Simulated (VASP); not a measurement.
HfIn2Se5, 8 atoms in the cell. The structure is trigonal, space group P3m1 (No. 156). Conventional cell: a = 3.993 Å, b = 3.993 Å, c = 17.068 Å, α = 90.00°, β = 90.00°, γ = 120.00°. Around Hf (site symmetry 3m) lie 6 Se at 2.73 to 2.74 Å. In (site symmetry 3m) is surrounded by 4 Se at 2.56 to 2.65 Å. In (site symmetry 3m) has 6 Se at 2.69 to 2.88 Å as nearest neighbours. Se (site symmetry 3m) has 3 In at 2.65 Å as nearest neighbours. Around Se (site symmetry 3m) lie 4 In at 2.56 to 2.88 Å. Se (site symmetry 3m) has 3 In at 2.69 Å as nearest neighbours. Se (site symmetry 3m) is surrounded by 3 Hf at 2.73 Å. Se (site symmetry 3m) has 3 Hf at 2.74 Å as nearest neighbours. The cell was built by a generator and needn't be a form met in nature.

| Property | Result |
| --- | --- |
| Program | VASP 6.6.1 |
| Task | relaxation of cell and atoms |
| Functional | PBE |
| Potentials or basis | VASP PAW PBE potentials, release 64 (Hf_pv, In_d, Se) |
| Cutoff | 520 eV |
| k mesh | 8 × 8 × 2 |
| Occupations | gaussian, width 0.03 eV |
| Spin | no spin polarisation |
| Further INCAR settings | ALGO = Normal; EDIFF = 1e-06; IBRION = 2; EDIFFG = -0.01; NSW = 90; ISIF = 3 |

Potentials or basis: VASP PAW PBE potentials, release 64 (Hf_pv, In_d, Se).

Run with:

```bash
$ cat potpaw_PBE.64/Hf_pv/POTCAR potpaw_PBE.64/In_d/POTCAR potpaw_PBE.64/Se/POTCAR > POTCAR
$ mpirun -np 4 vasp_std > vasp.out
```

Hardware: 4 MPI ranks on Intel(R) Xeon(R) 6975P-C (Granite Rapids) (shared host).

Question: Estimate the wall time of this run.

Answer: Run time: 8 min on 4 MPI ranks on Intel(R) Xeon(R) 6975P-C (Granite Rapids), on a shared host, peak memory 0.47 GiB a rank. Counts: scf iterations 210, k points 20, ion steps 31.
